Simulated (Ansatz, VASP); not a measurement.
## Te in two plane-wave programs

Aim: how closely do two programs agree when they are given the same cell, functional and k mesh? The cell is taken from a series of VASP runs on this material, whose earlier steps may have relaxed, scaled or displaced it; both programs get it as it stands.

Method: plane waves, with VASP 6.6.1 beside it; relaxation of cell and atoms at r2SCAN with rVV10, in Ansatz 0.2.0.

## Step 1: Set-up

Symmetry: P3_121, No. 152, trigonal system. Conventional cell: a = 4.457 Å, b = 4.457 Å, c = 5.929 Å, α = 90.00°, β = 90.00°, γ = 120.00°. Nearest to Te lie 2 Te at 2.84 Å.

Structure file:

```cif
data_structure
_symmetry_space_group_name_H-M 'P3_121'
_symmetry_Int_Tables_number 152
_cell_length_a 4.4572
_cell_length_b 4.4572
_cell_length_c 5.9290
_cell_angle_alpha 90.000
_cell_angle_beta 90.000
_cell_angle_gamma 120.000
_cell_volume 102.01
loop_
_atom_site_label
_atom_site_type_symbol
_atom_site_symmetry_multiplicity
_atom_site_Wyckoff_symbol
_atom_site_fract_x
_atom_site_fract_y
_atom_site_fract_z
_atom_site_occupancy
Te1 Te 3 a 0.73670 0.73670 0.00000 1
```

## Step 2: Ansatz: relaxation of cell and atoms, r2SCAN with rVV10

Ansatz runs on its default PAW (the set named soft_2) files.

The relaxed volume is the usual yardstick between codes: its relative difference is about their pressure difference at one cell divided by the bulk modulus.

Contents of input.yaml:

```yaml
crystal:
  lattice:
    - [4.4572, 0.0, 0.0]
    - [-2.2286, 3.8600484297, 0.0]
    - [0.0, 0.0, 5.929]
  atoms:
    - { symbol: Te, position: [0.7367, 0.7367, 0.0] }
    - { symbol: Te, position: [0.0, 0.2633, 0.6666666667] }
    - { symbol: Te, position: [0.2633, 0.0, 0.3333333333] }
hamiltonian:
  xc: r2scan
  pseudopotentials: { kind: paw }
  dispersion: rvv10
kpoints:
  mp_grid: { grid: [8, 8, 6] }
scf:
  occupations: { method: gaussian, width: 0.03 }
relax:
  f_tol: 0.01
  max_steps: 60
  cell: { stress_tol: 0.05 }
output:
  forces: true
  stress: true
  write_density: true
  write_potential: true
  elf: true
  volumetric_format: npy
```

The run is started by

```bash
> ansatz run input.yaml --threads 4 --pin off --max-ram 9216MiB --backend cpu --events-out ev --progress --plain --runs-dir out
```

Numbers of over 12 decimals in the logs are rounded to 6 here.

The log of the run:

```text
Engine: ansatz 0.2.0, aarch64-unknown-linux-gnu
Pseudopotentials: kind: paw
Pseudopotential: Te, paw, valence charge 16, recommended cutoff 500 eV (meta_gga), Te.paw.azcp
Functional definition: r2SCAN+rVV10
  parameter k0 = 0.174
  parameter k1 = 0.065
  parameter a1 = 4.9479
  exchange = r2scan_x(k0 = k0, k1 = k1, a1 = a1)
  correlation = r2scan_c + rvv10(11.95, 0.0093)
Crystal: 3 atoms, lattice volume = 102.008 Å³
Basis set: ecut = 500 eV, 2595 PW (Γ), exchange–correlation on 160×160×200 points (64 copies of the dense FFT grid, shifted against one another)
Bands: 29, of which v1, the nominal top of the filled ones, is band 24 counted from 1 (23 counted from 0)
Symmetry: 6 space group operations
Space group: P3121 (ITA 152), of the structure as read, at distance tolerance 4.7e-5 Å
k-points: 50 of 384 (time reversal used)
Non-local potential: Te, projectors of the file, l = 0: 2, l = 1: 2, l = 2: 2, l = 3: 2
PAW form: soft (Blöchl's): semilocal exchange-correlation on the pseudo side does not see the compensation charge
rVV10 density: all electrons in the spheres
PAW frozen core: Te, regenerated for the run's functional (the file was generated under x = pbe(κ = 0.804, μ = 0.219515), c = pbe(β = 0.066725))
PAW one-centre angular grid: Te, 590 points (default); XC on 160 Gauss nodes
Initial density: superposition of atomic densities (neutral atoms: chi_scale 0, normalization atom), corrected by the library's trained network
Initial wavefunctions: pseudopotential atomic-orbital guess
Functional: x = r2scan, c = r2scan + rvv10(b = 11.95, C = 0.0093); τ floored in thin density (d = 2e-4 eV/Å³)
SCF iter   1: F=—  HF=-20978.425683 eV  |F-HF|=—  |Δ(HF+E_count)|=         —  Δρ=3.19e-3  dr2=9.33e-3  dr2_τ=2.97e-3  ethr=1.77e-3  ⟨swp⟩=7.8  Hψ=6958  notcnv=0
preconditioner: auto → Resta (q_TF=auto, 2.406 Å⁻¹)  ε∞=3.9  [insulator: Δε(μ)=0.607 eV  Ē_g=9.145 eV  σ=0.030 eV  W_gap=1.00  n_scr=22 (ndim 8)  ℏωp=15.6 eV  f_vac=0.028  D(μ)=0.00/eV (n_scr^D=0)  ε∞_Penn≈3.9]
SCF iter   2: F=—  HF=-20978.437008 eV  |F-HF|=—  |Δ(HF+E_count)|=   1.13e-2  Δρ=1.89e-3  dr2=2.68e-3  dr2_τ=4.32e-5  ethr=1.94e-5  ⟨swp⟩=2.0  Hψ=2483  notcnv=0  defer=50
SCF iter   3: F=—  HF=-20978.438038 eV  |F-HF|=—  |Δ(HF+E_count)|=   1.03e-3  Δρ=4.44e-4  dr2=1.03e-4  dr2_τ=1.29e-5  ethr=5.58e-6  ⟨swp⟩=2.0  Hψ=2799  notcnv=0  defer=50
SCF iter   4: F=—  HF=-20978.437992 eV  |F-HF|=—  |Δ(HF+E_count)|=   4.52e-5  Δρ=1.41e-4  dr2=1.23e-5  dr2_τ=2.46e-7  ethr=2.15e-7  ⟨swp⟩=2.0  Hψ=2600  notcnv=0  defer=50
SCF iter   5: F=—  HF=-20978.438004 eV  |F-HF|=—  |Δ(HF+E_count)|=   1.15e-5  Δρ=2.37e-5  dr2=5.27e-7  dr2_τ=2.00e-8  ethr=2.57e-8  ⟨swp⟩=3.0  Hψ=2609  notcnv=0  defer=50
SCF iter   6: F=-20978.438005 eV  HF=-20978.438005 eV  |F-HF|=1.37e-8  |Δ(HF+E_count)|=   6.10e-7  Δρ=6.38e-6  dr2=4.84e-8  dr2_τ=1.98e-9  ethr=2.08e-10  ⟨swp⟩=10.1  Hψ=10240  notcnv=0
SCF 1 converged in 6 iterations: F = -20978.438005 eV  dr2 = 4.84e-8
  greatest PAW one-centre occupation: 0.997 electrons in one spin orbital (limit 2), on the Te atom at site 0 (counted from 0), in its partial waves of l = 2
relax step   1: F+E_penalty+E_count = -20978.43800452 eV  Δ(F+E_penalty+E_count) = +0.000e0 eV  max|allowed force component| = 8.788e-2 eV/Å  Δτ_max = 0.0000 Å  P = +0.586 GPa  Ω = 102.008 Å³  (6 SCF iters, dr2 threshold 1.00e-7 eV, accepted)
[...]
relax step   2: F+E_penalty+E_count = -20978.43841943 eV  Δ(F+E_penalty+E_count) = -4.149e-4 eV  max|allowed force component| = 6.267e-2 eV/Å  Δτ_max = 0.0079 Å  P = -0.504 GPa  Ω = 103.766 Å³  energy of the carried Pulay correction = -1.928e-4 eV  (5 SCF iters, dr2 threshold 3.00e-7 eV, accepted)
[...]
relax step   3: F+E_penalty+E_count = -20978.44020665 eV  Δ(F+E_penalty+E_count) = -1.787e-3 eV  max|allowed force component| = 5.656e-4 eV/Å  Δτ_max = 0.0028 Å  P = -0.018 GPa  Ω = 102.919 Å³  energy of the carried Pulay correction = -1.003e-4 eV  (4 SCF iters, dr2 threshold 3.00e-7 eV, accepted)
[...]
relax step   4: F+E_penalty+E_count = -20978.44031255 eV  Δ(F+E_penalty+E_count) = -1.059e-4 eV  max|allowed force component| = 9.691e-4 eV/Å  Δτ_max = 0.0000 Å  P = -0.016 GPa  Ω = 102.919 Å³  stress off target by 1.62e-2 GPa  SCF on the basis re-selected at this cell (its energy is not comparable with the rows above)  (5 SCF iters)
basis re-selected at this cell: Δ(F+E_penalty+E_count) = -1.059e-4 eV, ΔP = +0.001 GPa vs the last step (what re-selecting the basis moved, of the pressure what is left beyond the Pulay correction that the steps carried, after the strain that the cell walked since its last selection, with what the two solves' SCF thresholds leave and, on support functions, any second-order correction that the steps lacked; it is no m [...]
SCF converged after 5 iterations
Free energy (F): -20978.440313 eV
Harris-Foulkes:  -20978.440313 eV  (|F-HF|=2.18e-11)
Internal energy: -20978.440313 eV  (E = F + TS)
E sigma→0 (E₀):  -20978.440313 eV
Fermi energy:    8.721649 eV
--- Per-component energies (eV) ---
  E_band       = -844.133615
  E_kinetic    = 538.756642
  E_local      = -3863.103747  (includes V_loc(G=0)·N_el)
  E_nonlocal   = -931.659835
  E_hartree    = 2448.317787
  E_xc         = -338.314930
  E_vxc        = -332.490653  (∫ρ·V_xc dr)
  E_paw        = -14058.397321  (= ΣΔE_a)
  E_vpaw       = -1172.734949  (= ΣTr[D̂ρ^β])
  E_aug_tail   = 0.000049  (compensation charges beyond the density's cutoff)
  E_vtau       = 20.463278  (kinetic-family band-sum trace: ∫τ·v_τ [+ j·A + Jᵃ·Aᵃ] dr)
  E_ewald      = -4774.893524
  E_core_change = 0.854566  (= ΣΔE_core)
  E_smearing   = -0.000000  (= −TS)
  E_closure    = 0.000000  (closes the sum)
  Σ components = -20978.440313   (vs F -20978.440313, Δ=0.00e0)
--- Forces (eV/Å), atoms counted from 1 ---
  atom   1  Te    -0.00048453    -0.00083923    -0.00000000
  atom   2  Te    -0.00048453     0.00083923     0.00000000
  atom   3  Te     0.00096906    -0.00000000    -0.00000000
  max |Σ_I F_I| component: 9.29e-18 eV/Å
--- Stress (GPa, compression-positive) ---
       -0.016208       0.000000       0.000000
       -0.000000      -0.016208      -0.000000
        0.000000      -0.000000      -0.016231
  P = ⅓ Tr σ = -0.0162 GPa (-0.162 kbar)
--- Band table (eV; the first three rows and the last of 50) ---
  k-point 0: bands = [... 20 lower, 5.5483, 6.7104, 6.7104, 7.5934, 9.5661, 9.5661, 10.2223, 13.7536, ... 1 higher]
  k-point 1: bands = [... 20 lower, 5.7774, 6.7805, 6.8164, 7.5686, 9.3960, 9.4269, 9.9817, 13.4433, ... 1 higher]
  k-point 2: bands = [... 20 lower, 5.7762, 6.9176, 7.0685, 7.4860, 9.1405, 9.1875, 9.5138, 13.0203, ... 1 higher]
  k-point 49: bands = [... 20 lower, 3.4655, 7.2122, 7.8604, 8.4090, 9.0769, 9.9734, 10.2279, 14.2442, ... 1 higher]
--- Relaxed structure (3 steps of the walk, 3 accepted, 1 SCFs on fresh bases) ---
  F+E_penalty+E_count = -20978.44031255 eV   max|allowed force component| = 9.691e-4 eV/Å   (the final SCF, on the basis selected at the relaxed cell)
  cell:  # Å, volume = 102.9185 Å³
    - [4.469593, 0.0, 3.493874641437653e-18]
    - [-2.234796, 3.870781, -1.7469373207188266e-18]
    - [4.647577570944235e-18, 0, 5.948768]
  atoms:
    - { symbol: Te, position: [0.735557, 0.735557, 0] }
    - { symbol: Te, position: [-6.93214170132137e-19, 0.264443, 0.666667] }
    - { symbol: Te, position: [0.264443, 0, 0.333333] }
```

Elapsed: 44 s, on 4 threads of Arm Neoverse V1, shared host; peak memory 0.75 GiB.

(Part 1 of 2 ends here.)

[Lines on the potential files, build, host, timing and source positions are cut from VASP's logs without a mark.]

[Logs are printed without paths, hosts, clocks, repeated set-up lines and the standing remarks that a program may print on its own settings, such as how far it seeks lower states.]

[Hosts, paths, dates, database ids (printed as entryN), source tags and the programs' standing remarks are cut or masked in the printed files.]
